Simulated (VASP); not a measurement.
FeCoSe2: equation of state with PBE

FeCoSe2:

```
Se Co Fe
1.0
     3.58068    0.00000    0.00000
    -1.79034    3.10096    0.00000
     0.00000    0.00000    5.23741
Se Co Fe
2 1 1
Cartesian
  1.7903 1.0337 3.9391
  0.0000 2.0673 1.2983
  0.0000 0.0000 2.6187
  0.0000 0.0000 0.0000
```

The cell comes from a database or a generator and needn't be the stable form of this composition.

```json
{
  "Program": "VASP 6.6.1",
  "Task": "equation of state",
  "Functional": "PBE",
  "Potentials or basis": "VASP PAW PBE potentials, release 64 (Se, Co, Fe)",
  "Cutoff": "520 eV",
  "k mesh": "9 × 9 × 5",
  "Occupations": "fermi-dirac, width 0.05 eV",
  "Spin": "collinear spin, ferromagnetic start",
  "Starting moments": "[0.0, 0.0, 2.0, 3.0] μB",
  "Further INCAR settings": "ALGO = Normal; EDIFF = 1e-07; NBANDS = 26"
}
```

```json
{"Equilibrium volume": "outside the volumes run"}
```

Energy against volume, from the lowest point:
```tsv
volume (Å³/atom)	energy (meV/atom)
13.666	34.28
13.957	20.22
14.248	12.47
14.538	12.13
14.829	4.69
15.120	0.00
```

All runs of the series together: 50 min on 1 thread of Intel(R) Xeon(R) Platinum 8259CL CPU @ 2.50GHz (Skylake/Cascade Lake), on a shared host.
